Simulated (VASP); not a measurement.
BN:

```
CELL_PARAMETERS angstrom
0.00000 1.80750 1.80750
1.80750 0.00000 1.80750
1.80750 1.80750 0.00000
ATOMIC_POSITIONS crystal
B 0.00000 0.00000 0.00000
N 0.75000 0.75000 0.75000
```

Program: VASP 6.6.1. Alike in all runs: task single point; potentials or basis VASP PAW PBE potentials, release 64 (B, N); no spin polarisation; cell as given; k mesh 10 × 10 × 10; cutoff (eV) 520; smearing fermi-dirac 0.05 eV.

Task: Order these runs on this cell by their band gap on the k mesh, lowest first.
A. level TB-mBJ
B. level PBE
C. level r2SCAN

Result: B (4.46 eV), C (4.98 eV), A (5.79 eV).

A k mesh can miss the band edges.

Not every run made on this cell is shown here.
